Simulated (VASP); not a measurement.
Energy against volume of Ta (bcc). Computed with PBE GGA with D4 dispersion, VASP's PBE PAW potentials (set 64) (plane waves; VASP). Run with 520 eV cut-off, 15×15×15 Γ-centred mesh, first-order Methfessel-Paxton smearing of 0.10 eV, potentials Ta_pv.

| V (Å³/atom) | E (eV/atom) |
|---|---|
| 16.965 | -12.08551 |
| 17.506 | -12.11894 |
| 18.047 | -12.12820 |
| 18.589 | -12.11729 |

Q: Fit these four points and predict the energy of the run at 19.130 Å³/atom.

A: A cubic in V^(−2/3), the third-order Birch-Murnaghan form, passes through the four points with V0 = 18.01 Å³/atom and B0 = 200 GPa, and gives -12.0896 eV/atom there. The run gave -12.0892 eV/atom, +0.4 meV/atom from the fit; all five points give B0 = 202 GPa.

The compound is Ta in the bcc structure. It was relaxed first.
